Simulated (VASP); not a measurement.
Calculation: r2SCAN meta-GGA, VASP's PBE PAW potentials (set 64) (plane waves; VASP 6.6.1).

Input for VASP

File KPOINTS:
```
Automatic mesh
0
Gamma
4 4 4
0 0 0
```

INCAR:
```
! general
SYSTEM =CsPbBr3
PREC   =Accurate
ENCUT  =520   ! plane-wave cut-off (eV)
LREAL  =F
LASPH  =T   ! aspherical one-centre terms

! electronic loop
EDIFF  =1E-6
NELM   =100
ALGO   =Normal   ! blocked Davidson
LMAXMIX=4   ! l cut-off of mixed one-centre charges
LMIXTAU=T

! smearing
ISMEAR =0
SIGMA  =0.05

! functional
METAGGA=R2SCAN

! ions
IBRION =2
NSW    =60   ! most ionic steps
ISIF   =3   ! ions, shape and volume
EDIFFG =-0.02

! output
LWAVE  =F
LCHARG =F
```

**POSCAR**
```
CsPbBr3
1
    5.9450130421     0.0000000000     0.0000000000
   -0.0000000000     5.9450130421     0.0000000000
   -0.0000000000    -0.0000000000     5.9450130421
Cs Pb Br
1 1 3
Direct
  0.0000000000   0.0000000000   0.0000000000
  0.5000000000   0.5000000000   0.5000000000
  0.5000000000   0.0000000000   0.5000000000
  0.0000000000   0.5000000000   0.5000000000
  0.5000000000   0.5000000000   0.0000000000
```

POTCAR, in this order: Cs_sv Pb_d Br (PBE.64 set). Program: vasp_std.

What VASP printed:

File OSZICAR:
```
       N       E                     dE             d eps       ncg     rms          rms(c)
DAV:   1     0.284254713259E+03    0.28425E+03   -0.19189E+04   520   0.153E+03
DAV:   2    -0.890053027288E+02   -0.37326E+03   -0.36576E+03   648   0.338E+02
DAV:   3    -0.136469753234E+03   -0.47464E+02   -0.45729E+02   598   0.128E+02
DAV:   4    -0.138543628445E+03   -0.20739E+01   -0.20677E+01   656   0.343E+01
DAV:   5    -0.138602588376E+03   -0.58960E-01   -0.58914E-01   648   0.494E+00    0.371E+00
DAV:   6    -0.132556443567E+03    0.60461E+01   -0.31316E+00   674   0.289E+01    0.287E+00
DAV:   7    -0.127038108753E+03    0.55183E+01   -0.15969E+00   544   0.811E+00    0.140E+00
DAV:   8    -0.128040616669E+03   -0.10025E+01   -0.66559E-01   648   0.499E+00    0.628E-01
DAV:   9    -0.128092427382E+03   -0.51811E-01   -0.39265E-01   524   0.470E+00    0.633E-01
DAV:  10    -0.128402564739E+03   -0.31014E+00   -0.21473E-01   556   0.390E+00    0.202E-01
DAV:  11    -0.128455528587E+03   -0.52964E-01   -0.17240E-01   532   0.366E+00    0.300E-01
DAV:  12    -0.128449231347E+03    0.62972E-02   -0.16200E-02   588   0.105E+00    0.200E-01
DAV:  13    -0.128452298572E+03   -0.30672E-02   -0.17878E-02   538   0.117E+00    0.187E-01
DAV:  14    -0.128455952232E+03   -0.36537E-02   -0.71761E-03   552   0.796E-01    0.625E-02
DAV:  15    -0.128456630116E+03   -0.67788E-03   -0.10698E-03   566   0.344E-01    0.415E-02
DAV:  16    -0.128457815307E+03   -0.11852E-02   -0.47284E-04   534   0.225E-01    0.328E-02
DAV:  17    -0.128457912833E+03   -0.97526E-04   -0.27026E-04   542   0.165E-01    0.188E-02
DAV:  18    -0.128458000553E+03   -0.87720E-04   -0.23560E-05   634   0.439E-02    0.953E-03
DAV:  19    -0.128457992461E+03    0.80921E-05   -0.87722E-07   432   0.935E-03    0.921E-03
DAV:  20    -0.128458046777E+03   -0.54316E-04   -0.25552E-05   532   0.484E-02    0.467E-03
DAV:  21    -0.128458048969E+03   -0.21915E-05   -0.23404E-06   544   0.140E-02    0.464E-03
DAV:  22    -0.128458049170E+03   -0.20147E-06   -0.13630E-07   340   0.443E-03
   1 F= -.12845805E+03 E0= -.12845805E+03  d E =-.128458E+03
```

**OUTCAR**
```
------------------------ aborting loop because EDIFF is reached ----------------------------------------
  FORCE on cell =-STRESS in cart. coord.  units (eV):
  Direction    XX          YY          ZZ          XY          YZ          ZX
  --------------------------------------------------------------------------------------
  Total       -0.0016907     -0.0016907     -0.0016907     -0.0000000     -0.0000000      0.0000000
  in kB       -0.0128922     -0.0128922     -0.0128922     -0.0000000     -0.0000000      0.0000000
  external PRESSURE =      -0.0128922 kB  Pullay stress =       0.0000000 kB
  volume of cell :      210.12
      direct lattice vectors                 reciprocal lattice vectors
     5.945013042  0.000000000  0.000000000     0.168208210  0.000000000  0.000000000
     0.000000000  5.945013042  0.000000000     0.000000000  0.168208210  0.000000000
     0.000000000  0.000000000  5.945013042     0.000000000  0.000000000  0.168208210
 POSITION                                       TOTAL-FORCE (eV/Angst)
 -----------------------------------------------------------------------------------
      0.00000      0.00000      0.00000         0.000000      0.000000      0.000000
      2.97251      2.97251      2.97251         0.000000      0.000000      0.000000
      2.97251      0.00000      2.97251         0.000000      0.000000      0.000000
      0.00000      2.97251      2.97251         0.000000      0.000000      0.000000
      2.97251      2.97251      0.00000         0.000000      0.000000      0.000000
 -----------------------------------------------------------------------------------
    total drift:                                0.000000     -0.000000     -0.000000
  FREE ENERGIE OF THE ION-ELECTRON SYSTEM (eV)
  ---------------------------------------------------
  free  energy   TOTEN  =      -128.4580491704 eV

  energy  without entropy=     -128.4580491704  energy(sigma->0) =     -128.45804917

 reached required accuracy - stopping structural energy minimisation
```
(Selected blocks of OUTCAR.)

The compound is CsPbBr3 in the cubic perovskite structure, the ideal cubic form; the compound distorts at low or room temperature. It was relaxed first. The start is the result of an earlier pass.
